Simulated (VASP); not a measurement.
Here is the system:

```
AlCo
1.0
    2.86000     0.00000     0.00000
    0.00000     2.86000     0.00000
    0.00000     0.00000     2.86000
Al Co
1 1
Direct
  0.50000   0.50000   0.50000
  0.00000   0.00000   0.00000
```

All values below come from PBEsol GGA, VASP's PBE PAW potentials (set 64) (plane waves; VASP 6.6.1). Run with 480 eV cut-off, 11×11×11 Γ-centred mesh, first-order Methfessel-Paxton smearing of 0.10 eV, potentials Al Co.

Energy and stress use the plane-wave basis of the starting cell.

### Question
The ions, cell shape and volume are relaxed. Give the cell that the relaxation ends in.

### Answer

```
AlCo
1.0
    2.82308     0.00000     0.00000
    0.00000     2.82308     0.00000
    0.00000     0.00000     2.82308
Al Co
1 1
Direct
  0.50000   0.50000   0.50000
  0.00000   0.00000   0.00000
```
Space group Pm-3m (221), at a tolerance of 0.03 Å.

### Question
How do energy and volume change from the first to the last step?

### Answer
The energy (σ→0) changes by -10.1 meV/atom and the volume by -3.8 %, in 3 ionic steps.

The compound is CoAl in the CsCl type structure. This run relaxes it. Symmetry was kept, so distortions that lower it aren't found. The run is not spin-polarised, so no magnetic state was tried.
